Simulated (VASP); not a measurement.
Elastic constants (GPa) of a crystal from PBEsol GGA, VASP's PBE PAW potentials (set 64) run with VASP:

|  | xx | yy | zz | yz | xz | xy |
|---|---|---|---|---|---|---|
| xx | 185.8 | 47.7 | 47.7 | 0.0 | 0.0 | 0.0 |
| yy | 47.7 | 185.8 | 47.7 | 0.0 | 0.0 | 0.0 |
| zz | 47.7 | 47.7 | 185.8 | 0.0 | 0.0 | 0.0 |
| yz | 0.0 | 0.0 | 0.0 | 55.0 | 0.0 | 0.0 |
| xz | 0.0 | 0.0 | 0.0 | 0.0 | 55.0 | 0.0 |
| xy | 0.0 | 0.0 | 0.0 | 0.0 | 0.0 | 55.0 |

### Question
Work out the Voigt, Reuss and Hill moduli, Young's modulus and Poisson's ratio.

### Answer
All eigenvalues are positive (smallest 55.0 GPa), so the crystal is stable. K_V = (C11+C22+C33+2(C12+C13+C23))/9 = (557.4 + 2×143.1)/9 = 93.7 GPa; G_V = (557.4 − 143.1 + 3×165.0)/15 = 60.6 GPa. From the compliances, K_R = 93.7 GPa and G_R = 59.9 GPa. Hill: K = 93.7 GPa, G = 60.2 GPa, E = 9KG/(3K+G) = 148.8 GPa, ν = (3K−2G)/(2(3K+G)) = 0.235. K/G = 1.56, below Pugh's 1.75; universal anisotropy A^U = 0.06.

### Question
With a density of 5.09 g/cm³, what are the mean sound speeds?

### Answer
v_l = √((K+4G/3)/ρ) = 5.85 km/s and v_t = √(G/ρ) = 3.44 km/s. The crystal is SrO (rock salt), cubic.

The compound is SrO in the rock salt structure. It was relaxed first.
